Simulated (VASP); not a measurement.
Calculation: rev-vdW-DF2, VASP's PBE PAW potentials (set 64) (plane waves; VASP 6.6.1).

VASP input:

### POSCAR
```
BN
1
    0.0000000000     1.7722567703     1.7722567703
    1.7722567703     0.0000000000     1.7722567703
    1.7722567703     1.7722567703     0.0000000000
B N
1 1
Direct
  0.0000000000   0.0000000000   0.0000000000
  0.2500000000   0.2500000000   0.2500000000
```

### KPOINTS
```
kpoints
0
Gamma
 12 12 12
0 0 0
```

INCAR:
```
SYSTEM = BN
PREC = Accurate; ENCUT = 520; LREAL = .FALSE.
LASPH = .TRUE.
EDIFF = 1E-7; NELM = 100; ALGO = Normal
ISMEAR = 0; SIGMA = 0.05
GGA = MK; LUSE_VDW = .TRUE.; AGGAC = 0.0
PARAM1 = 0.1234568; PARAM2 = 0.7114; ZAB_VDW = -1.8867
ISIF = 2
LWAVE = .FALSE.; LCHARG = .FALSE.
```

POTCAR, in this order: B N (PBE.64 set). Program: vasp_std.

Task: What will the output report for the number of irreducible k-points (NKPTS), largest plane-wave count, number of space-group operations, FFT grid (NGX, NGY, NGZ)?

Result: 
```json
{
  "number of irreducible k-points (NKPTS)": "72",
  "largest_plane_wave_count": "310",
  "number_of_space_group_operations": "24",
  "FFT grid (NGX, NGY, NGZ)": "20 × 20 × 20"
}
```

The compound is BN in the zinc blende structure. This cell is one point of a volume scan, at 0.94 of the reference volume.
